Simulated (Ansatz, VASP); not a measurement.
**ScGa3As2 in VASP and in Ansatz**

```
Sc Ga As
1.0
     4.99848    0.00000    0.00000
    -2.49924    4.32881    0.00000
     0.00000    0.00000    5.63647
Sc Ga As
1 3 2
Direct
  0.00000 0.00000 0.50000
  0.33333 0.66667 0.50000
  0.66667 0.33333 0.50000
  0.00000 0.00000 0.00000
  0.33333 0.66667 0.00000
  0.66667 0.33333 0.00000
```

Alike in both runs: functional PBE; k mesh 6 × 6 × 4; occupations gaussian, width 0.1 eV; no spin polarisation.

Ansatz relaxed the structure, and its values are those at the end. VASP's run is a single point on that final structure, the one shown.

```csv
,VASP,Ansatz
version,VASP 6.6.1,Ansatz 0.2.0
potentials or method,"VASP PAW PBE potentials, release 64 (Sc_sv, Ga_d, As)","scalar-relativistic, plane waves, PAW"
plane-wave cutoff (eV),520,420
valence electrons in the cell,60,80
```

```csv
,VASP,Ansatz,Ansatz less VASP
gap on the k mesh at the Fermi level (eV),none,none,-
pressure (GPa),0.0,-0.1,-0.11
```

A gap of «none» marks a metal or a gap that the smearing closes. The functional is the same, so the differences come from potentials, cutoffs and numerics. The two sets of potentials don't hold the same shells in valence.
